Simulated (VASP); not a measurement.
**MgS (Niningerite): a GW gap and what it depends on**

How far does the GW correction to the gap of MgS (Niningerite) depend on the settings? The starting structure is a measured crystal structure from the Crystallography Open Database. Cell and atoms stay as given.

Program: VASP 6.6.1. Level of theory: GW on LDA orbitals, with plane waves and PAW data sets made for GW. Results are calculated unless marked as measured.

### Step 1. Starting point

The structure is cubic, space group Fm-3m (No. 225). The conventional cell has a = 5.203 Å, b = 5.203 Å, c = 5.203 Å, α = 90.00°, β = 90.00°, γ = 90.00°. Nearest to S lie 6 Mg at 2.60 Å. Nearest to Mg lie 6 S at 2.60 Å. Farther neighbours and most contacts between anions are not listed.

As a file:

```cif
data_structure
_symmetry_space_group_name_H-M 'P 1'
_symmetry_Int_Tables_number 1
_cell_length_a 3.6793
_cell_length_b 3.6793
_cell_length_c 3.6793
_cell_angle_alpha 60.000
_cell_angle_beta 60.000
_cell_angle_gamma 60.000
_cell_volume 35.22
loop_
_atom_site_label
_atom_site_type_symbol
_atom_site_fract_x
_atom_site_fract_y
_atom_site_fract_z
_atom_site_occupancy
S1 S 0.50000 0.50000 0.50000 1
Mg2 Mg 0.00000 0.00000 0.00000 1
```

### Step 2. G0W0 (response cutoff 100 eV, 4×4×4 mesh)

It reads the orbitals and their derivatives (WAVECAR and WAVEDER) of a run with the empty bands, which follows a ground-state run; neither is shown.

Input file INCAR:

```
SYSTEM = MgS
PREC = Accurate
ENCUT = 300
ISMEAR = 0
SIGMA = 0.01
LREAL = .FALSE.
GGA = CA
NBANDS = 80
ALGO = EVGW0
NELMGW = 1
ENCUTGW = 100
NOMEGA = 40
PRECFOCK = Fast
NBANDSGW = 12
LWAVE = .FALSE.
LCHARG = .FALSE.
```

Input file POSCAR:

```
MgS
1.0
    0.0000000000      2.6016500000      2.6016500000
    2.6016500000      0.0000000000      2.6016500000
    2.6016500000      2.6016500000      0.0000000000
S Mg
1 1
Direct
    0.5000000000      0.5000000000      0.5000000000
    0.0000000000      0.0000000000      0.0000000000
```

Input file KPOINTS:

```
Automatic mesh
0
Gamma
4 4 4
0 0 0
```

The projector-augmented-wave data sets are S_GW and Mg_GW (LDA family, release 64).

Started as:

```
$ mpirun -np 4 vasp_std
```

What it wrote:

```text
[banner, memory and clock lines left out]
running    4 mpi-ranks, on    1 nodes
 distrk:  each k-point on    4 cores,    1 groups
 distr:  one band on    1 cores,    4 groups

 POSCAR found type information on POSCAR S Mg
 POSCAR found :  2 types and       2 ions
|                                                                             |
|           W    W    AA    RRRRR   N    N  II  N    N   GGGG   !!!           |
|           W    W   A  A   R    R  NN   N  II  NN   N  G    G  !!!           |
|           W    W  A    A  R    R  N N  N  II  N N  N  G       !!!           |
|           W WW W  AAAAAA  RRRRR   N  N N  II  N  N N  G  GGG   !            |
|           WW  WW  A    A  R   R   N   NN  II  N   NN  G    G                |
|           W    W  A    A  R    R  N    N  II  N    N   GGGG   !!!           |
|                                                                             |
|     The default for ENCUTGWSOFT is different in this version of VASP.       |
|     please manually set ENCUTGWSOFT =100 in the INCAR file.                 |
|                                                                             |

 LDA part: xc-table for (Slater(with rela. corr.)+CA(PZ))
 , standard interpolation
 found WAVECAR, reading the header
 POSCAR, INCAR and KPOINTS ok, starting setup
 FFT: planning ... GRIDC
 FFT: planning ... GRID_SOFT
 FFT: planning ... GRID
 reading WAVECAR
 the WAVECAR file was read successfully
 initial charge from wavefunction
 available memory per node:     58.05 GB, setting MAXMEM to     59438

 The Fermi energy was updated, please check that it is located mid-gap
 values below the HOMO (VB) or above the LUMO (CB) will cause erroneous energies
 E-fermi :   4.8719

 calculate exact exchange contribution
 the WAVEDER file was read successfully
energies w=
    0.000    0.000    0.874    0.000    1.743    0.000    2.602    0.000
    3.448    0.000    4.277    0.000    5.088    0.000    5.881    0.000
    6.657    0.000    7.417    0.000    8.164    0.000    8.900    0.000
    9.629    0.000   10.354    0.000   11.080    0.000   11.812    0.000
   12.553    0.000   13.310    0.000   14.089    0.000   14.897    0.000
   15.741    0.000   16.631    0.000   17.579    0.000   18.598    0.000
   19.705    0.000   20.920    0.000   22.272    0.000   23.794    0.000
   25.534    0.000   27.552    0.000   29.938    0.000   32.816    0.000
   36.370    0.000   40.885    0.000   46.827    0.000   55.002    0.000
   66.954    0.000   86.040    0.000  121.203    0.000  206.899    0.000
 responsefunction array rank=      84
 LDA part: xc-table for (Slater(with rela. corr.)+CA(PZ))
 , standard interpolation

 min. memory requirement per mpi rank     61.8 MB, per node    247.1 MB

 allocating  10 responsefunctions rank=    84
 shmem allocating  40 responsefunctions rank=    84
 response function shared by NCSHMEM nodes    1
 Doing           10  frequencies on each core in blocks of           40
NQ=   1    0.0000    0.0000    0.0000,
|.........|.........|.........|.........|.........|.........|.........|.........
 performed         54000 updates of chi_q(r,r)
 total number of BLAS operations          1.83 Gflops
NQ=   2    0.2500    0.0000    0.0000,
|.........|.........|.........|.........|.........|.........|.........|.........
 performed        177000 updates of chi_q(r,r)
 total number of BLAS operations          7.24 Gflops
NQ=   3    0.5000    0.0000    0.0000,
|.........|.........|.........|.........|.........|.........|.........|.........
 performed        265000 updates of chi_q(r,r)
 total number of BLAS operations         11.34 Gflops
NQ=   4    0.2500    0.2500    0.0000,
|.........|.........|.........|.........|.........|.........|.........|.........
 performed        374000 updates of chi_q(r,r)
 total number of BLAS operations         16.43 Gflops
NQ=   5    0.5000    0.2500    0.0000,
|.........|.........|.........|.........|.........|.........|.........|.........
 performed        528000 updates of chi_q(r,r)
 total number of BLAS operations         24.32 Gflops
NQ=   6   -0.2500    0.2500    0.0000,
|.........|.........|.........|.........|.........|.........|.........|.........
 performed        662000 updates of chi_q(r,r)
 total number of BLAS operations         31.05 Gflops
NQ=   7    0.5000    0.5000    0.0000,
|.........|.........|.........|.........|.........|.........|.........|.........
 performed        743000 updates of chi_q(r,r)
 total number of BLAS operations         35.21 Gflops
NQ=   8   -0.2500    0.5000    0.2500,
|.........|.........|.........|.........|.........|.........|.........|.........
 performed        854000 updates of chi_q(r,r)
 total number of BLAS operations         41.52 Gflops
 resolving degeneracies of screened two electron integrals

 calculate QP shifts <psi_nk| G(iteration)W_0 |psi_nk>: iteration 1
 entering main loop
```

Wall time 5.4 s (4 MPI ranks of Intel Xeon Platinum 8488C (Sapphire Rapids), shared host); peak memory 0.48 GiB.

The logs omit lines about the potential files and the build; timing stands in the text.

OUTCAR, selected parts (step 2):

```text
ion  position               nearest neighbor table
   1  0.500  0.500  0.500-
   2  0.000  0.000  0.000-

  LATTYP: Found a face centered cubic cell.
 ALAT       =     5.2033000000

 Subroutine GETGRP returns: Found 48 space group operations
 (whereof 48 operations were pure point group operations)

The static configuration has the point symmetry O_h .

 Found      8 irreducible k-points:

   k-points           NKPTS =      8   k-points in BZ     NKDIM =     64   number of bands    NBANDS=     80

   dimension x,y,z NGX =    24 NGY =   24 NGZ =   24
   dimension x,y,z NGXF=    48 NGYF=   48 NGZF=   48

   ENCUT  =  300.0 eV  22.05 Ry    4.70 a.u.   5.20  5.20  5.20*2*pi/ulx,y,z

   NELECT =       8.0000    total number of electrons

  energy-cutoff  :      300.00
  volume of cell :       35.22
      direct lattice vectors                 reciprocal lattice vectors
     0.000000000  2.601650000  2.601650000    -0.192185728  0.192185728  0.192185728
     2.601650000  0.000000000  2.601650000     0.192185728 -0.192185728  0.192185728
     2.601650000  2.601650000  0.000000000     0.192185728  0.192185728 -0.192185728

 k-points in reciprocal lattice and weights: Automatic mesh
   0.00000000  0.00000000  0.00000000       0.016
   0.25000000  0.00000000  0.00000000       0.125
   0.50000000  0.00000000  0.00000000       0.062
   0.25000000  0.25000000  0.00000000       0.094
   0.50000000  0.25000000  0.00000000       0.375
  -0.25000000  0.25000000  0.00000000       0.188
   0.50000000  0.50000000  0.00000000       0.047
  -0.25000000  0.50000000  0.25000000       0.094

 E-fermi :   4.8719

 QP shifts <psi_nk| G(iteration)W_0 |psi_nk>: iteration 1
 for sc-GW calculations column KS-energies equals QP-energies in previous step
 and V_xc(KS)=  KS-energies - (<T + V_ion + V_H > + <T+V_H+V_ion>^1  + <V_x>^1)
 k-point   1 :       0.0000    0.0000    0.0000
  band No.  KS-energies  QP-energies   sigma(KS)   V_xc(KS)     V^pw_x(r,r')   Z            occupation Imag(sigma)
      1      -9.0386      -9.6901     -13.5485     -12.6256     -20.7722       0.7060       2.0000       1.5550
      2       3.6077       2.9835     -14.2012     -13.3885     -16.2152       0.7680       2.0000       0.1069
      3       3.6077       2.9835     -14.2012     -13.3885     -16.2152       0.7680       2.0000       0.1069
      4       3.6077       2.9835     -14.2012     -13.3885     -16.2152       0.7680       2.0000       0.1069
      5       7.0825       7.9915      -9.2814     -10.4335      -5.4473       0.7890       0.0000      -0.0989
      6      11.3984      12.2408      -8.5354      -9.6107      -4.1991       0.7834       0.0000      -0.1331
      7      11.3984      12.2408      -8.5354      -9.6107      -4.1991       0.7834       0.0000      -0.1331
      8      11.3984      12.2408      -8.5354      -9.6107      -4.1991       0.7834       0.0000      -0.1331
    ...

 k-point   2 :       0.2500    0.0000    0.0000
  band No.  KS-energies  QP-energies   sigma(KS)   V_xc(KS)     V^pw_x(r,r')   Z            occupation Imag(sigma)
      1      -8.4675      -9.0545     -13.7460     -12.9156     -20.8758       0.7069       2.0000       1.4435
      2       0.7370       0.0092     -12.7295     -11.7562     -15.3319       0.7478       2.0000       0.1517
      3       3.2825       2.6317     -14.0345     -13.1861     -16.1043       0.7671       2.0000       0.1089
      4       3.2825       2.6317     -14.0345     -13.1861     -16.1043       0.7671       2.0000       0.1089
      5       8.3610       9.1804      -8.8978      -9.9376      -4.9227       0.7880       0.0000      -0.1085
      6      11.2290      12.1619      -8.5794      -9.7787      -4.1891       0.7779       0.0000      -0.1441
      7      11.2290      12.1619      -8.5794      -9.7787      -4.1891       0.7779       0.0000      -0.1441
      8      11.7264      12.6672      -9.7867     -11.0197      -5.2195       0.7630       0.0000      -0.1625
    ...

 k-point   3 :       0.5000    0.0000    0.0000
  band No.  KS-energies  QP-energies   sigma(KS)   V_xc(KS)     V^pw_x(r,r')   Z            occupation Imag(sigma)
      1      -7.6985      -8.2173     -14.2139     -13.4719     -21.1993       0.6992       2.0000       1.2668
      2      -1.3183      -2.1374     -11.9301     -10.7959     -15.2502       0.7222       2.0000       0.2397
      3       3.0121       2.3390     -13.9453     -13.0625     -16.0879       0.7624       2.0000       0.1116
      4       3.0121       2.3390     -13.9453     -13.0625     -16.0879       0.7624       2.0000       0.1116
      5       7.9612       8.7004      -8.5621      -9.4938      -4.6780       0.7934       0.0000      -0.1046
      6      10.3047      11.2432      -8.4316      -9.6297      -4.2031       0.7833       0.0000      -0.1281
      7      10.3047      11.2432      -8.4316      -9.6297      -4.2031       0.7833       0.0000      -0.1281
      8      13.4208      14.4929      -9.1166     -10.5596      -3.8193       0.7430       0.0000      -0.2942
    ...

 k-point   4 :       0.2500    0.2500    0.0000
  band No.  KS-energies  QP-energies   sigma(KS)   V_xc(KS)     V^pw_x(r,r')   Z            occupation Imag(sigma)
      1      -8.2879      -8.8515     -13.8066     -13.0136     -20.9117       0.7107       2.0000       1.4052
      2       1.0048       0.2957     -12.9271     -11.9801     -15.4420       0.7488       2.0000       0.1444
      3       2.6171       1.9175     -13.6064     -12.6870     -15.8077       0.7609       2.0000       0.1157
      4       2.6171       1.9175     -13.6064     -12.6870     -15.8077       0.7609       2.0000       0.1157
      5       8.3839       9.3381      -8.7923     -10.0084      -4.8637       0.7846       0.0000      -0.1096
      6       9.0656       9.7648      -8.1113      -8.9906      -4.0979       0.7950       0.0000      -0.1117
      7      11.6086      12.5569      -9.5651     -10.8102      -4.9312       0.7616       0.0000      -0.1668
      8      13.6132      14.5337      -9.2696     -10.4785      -4.3773       0.7614       0.0000      -0.2186
    ...

[... 4 further parts left out ...]
```

G0W0 (response cutoff 100 eV, 4×4×4 mesh): the quasiparticle gap on this mesh is 4.063 eV, +1.535 eV from the LDA gap on the same points, with 80 bands.

### Step 3. G0W0 (response cutoff 160 eV, 4×4×4 mesh)

It reads the orbitals and their derivatives (WAVECAR and WAVEDER) of a run with the empty bands, which follows a ground-state run; neither is shown.

INCAR, as its differences from that of step 2:

```diff
@@ -7,6 +7,6 @@
 GGA = CA
-NBANDS = 80
+NBANDS = 164
 ALGO = EVGW0
 NELMGW = 1
-ENCUTGW = 100
+ENCUTGW = 160
 NOMEGA = 40
```

POSCAR is that of step 2.

KPOINTS is that of step 2.

Started as:

```
$ mpirun -np 4 vasp_std
```

What it wrote:

```text
[banner, memory and clock lines left out]
running    4 mpi-ranks, on    1 nodes
[...]
|                                                                             |
|           W    W    AA    RRRRR   N    N  II  N    N   GGGG   !!!           |
|           W    W   A  A   R    R  NN   N  II  NN   N  G    G  !!!           |
|           W    W  A    A  R    R  N N  N  II  N N  N  G       !!!           |
|           W WW W  AAAAAA  RRRRR   N  N N  II  N  N N  G  GGG   !            |
|           WW  WW  A    A  R   R   N   NN  II  N   NN  G    G                |
|           W    W  A    A  R    R  N    N  II  N    N   GGGG   !!!           |
|                                                                             |
|     The default for ENCUTGWSOFT is different in this version of VASP.       |
|     please manually set ENCUTGWSOFT =160 in the INCAR file.                 |
|                                                                             |

 LDA part: xc-table for (Slater(with rela. corr.)+CA(PZ))
[...]
total number of BLAS operations        121.08 Gflops
NQ=   4    0.2500    0.2500    0.0000,
|.........|.........|.........|.........|.........|.........|.........|.........
 performed        779000 updates of chi_q(r,r)
 total number of BLAS operations        170.64 Gflops
NQ=   5    0.5000    0.2500    0.0000,
|.........|.........|.........|.........|.........|.........|.........|.........
 performed       1097000 updates of chi_q(r,r)
 total number of BLAS operations        239.08 Gflops
NQ=   6   -0.2500    0.2500    0.0000,
|.........|.........|.........|.........|.........|.........|.........|.........
 performed       1375000 updates of chi_q(r,r)
 total number of BLAS operations        299.05 Gflops
NQ=   7    0.5000    0.5000    0.0000,
|.........|.........|.........|.........|.........|.........|.........|.........
 performed       1543000 updates of chi_q(r,r)
 total number of BLAS operations        329.38 Gflops
NQ=   8   -0.2500    0.5000    0.2500,
|.........|.........|.........|.........|.........|.........|.........|.........
 performed       1774000 updates of chi_q(r,r)
 total number of BLAS operations        374.45 Gflops
 resolving degeneracies of screened two electron integrals

 calculate QP shifts <psi_nk| G(iteration)W_0 |psi_nk>: iteration 1
 entering main loop
[key lines of the parts left out:]
E-fermi :   4.8719
```

Run time: 12 s. Hardware: 4 MPI ranks; peak memory 0.65 GiB; 43 s of CPU time.

From OUTCAR (step 3):

```text
 QP shifts <psi_nk| G(iteration)W_0 |psi_nk>: iteration 1
 for sc-GW calculations column KS-energies equals QP-energies in previous step
 and V_xc(KS)=  KS-energies - (<T + V_ion + V_H > + <T+V_H+V_ion>^1  + <V_x>^1)
 k-point   1 :       0.0000    0.0000    0.0000
  band No.  KS-energies  QP-energies   sigma(KS)   V_xc(KS)     V^pw_x(r,r')   Z            occupation Imag(sigma)
      1      -9.0386      -9.8826     -13.8218     -12.6256     -20.7722       0.7055       2.0000       1.5186
      2       3.6077       2.7525     -14.5061     -13.3885     -16.2152       0.7651       2.0000       0.0873
      3       3.6077       2.7525     -14.5061     -13.3885     -16.2152       0.7651       2.0000       0.0873
      4       3.6077       2.7525     -14.5061     -13.3885     -16.2152       0.7651       2.0000       0.0873
      5       7.0825       7.8423      -9.4675     -10.4335      -5.4473       0.7865       0.0000      -0.0938
      6      11.3984      12.1342      -8.6710      -9.6107      -4.1991       0.7831       0.0000      -0.1194
      7      11.3984      12.1342      -8.6710      -9.6107      -4.1991       0.7831       0.0000      -0.1194
      8      11.3984      12.1342      -8.6710      -9.6107      -4.1991       0.7831       0.0000      -0.1194
    ...

[... 1 part as in an earlier step ...]

[... 2 further parts left out ...]
[key lines of the parts left out:]
E-fermi :   4.8719
```

G0W0 (response cutoff 160 eV, 4×4×4 mesh): the quasiparticle gap on this mesh is 4.212 eV, +1.683 eV from the LDA gap on the same points, with 164 bands.

[end of part 1 of 2]

[Lines on the potential files, build, host, timing and source positions are cut from VASP's logs without a mark.]

[Logs are printed without paths, hosts, clocks, repeated set-up lines and the standing remarks that a program may print on its own settings, such as how far it seeks lower states.]

[Hosts, paths, dates, database ids (printed as entryN), source tags and the programs' standing remarks are cut or masked in the printed files.]
